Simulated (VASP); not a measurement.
An input for Quantum ESPRESSO's pw.x (written as the equivalent of a VASP run, and not itself run):

```
&CONTROL
  calculation = 'vc-relax'
  pseudo_dir = './pseudo'
  outdir = './out'
  tprnfor = .true.
  tstress = .true.
  nstep = 40
  forc_conv_thr = 0.00078
/
&SYSTEM
  ibrav = 0
  nat = 2
  ntyp = 2
  ecutwfc = 88
  occupations = 'smearing'
  smearing = 'methfessel-paxton'
  degauss = 0.00735
  input_dft = 'pbesol'
/
&ELECTRONS
  conv_thr = 7.3e-08
  electron_maxstep = 100
/
&IONS
/
&CELL
/
ATOMIC_SPECIES
  Be 9.012 Be.upf
  Te 127.600 Te.upf
CELL_PARAMETERS angstrom
     0.0000000    2.6533897    2.6533897
     2.6533897    0.0000000    2.6533897
     2.6533897    2.6533897   -0.0000000
ATOMIC_POSITIONS crystal
  Be   1.0000000  1.0000000  1.0000000
  Te   0.5000000  0.5000000  0.5000000
K_POINTS automatic
  12 12 12 0 0 0
```

### Question
Translate this input to VASP (INCAR, KPOINTS, POSCAR, choice of POTCAR).

### Answer
This is not unique; one that fits is 
### INCAR
```
! general
SYSTEM  = BeTe
PREC    = Accurate
ENCUT   = 500
LREAL   = .False.
LASPH   = .True.

! electronic loop
EDIFF   = 1E-6
NELM    = 100
ALGO    = Normal
LMAXMIX = 4

! smearing
ISMEAR  = 1
SIGMA   = 0.1

! functional
GGA     = PS

! ions
IBRION  = 2
NSW     = 40
ISIF    = 3
EDIFFG  = -0.02

! output
LWAVE   = .False.
LCHARG  = .False.
```

### KPOINTS
```
Automatic mesh
0
G
  12 12 12
```

### POSCAR
```
BeTe
1
    0.0000000000     2.6533897476     2.6533897476
    2.6533897476     0.0000000000     2.6533897476
    2.6533897476     2.6533897476    -0.0000000000
Be Te
1 1
Direct
  1.0000000000   1.0000000000   1.0000000000
  0.5000000000   0.5000000000   0.5000000000
```

POTCAR, in this order: Be Te (PBE.64 set). Program: vasp_std.

Limits of the translation: the potentials are each code's own (VASP's PAW set, PseudoDojo norm-conserving files in pw.x), so ENCUT and ecutwfc are chosen apart and not converted; conv_thr bounds pw.x's estimated SCF error, while EDIFF bounds the energy change between steps; forc_conv_thr acts on force components and is met together with etot_conv_thr.

The structure was generated: BeTe was put into the rock salt type (Fm-3m), which need not be its known phase. It was relaxed first, which changed the volume by +16 %.
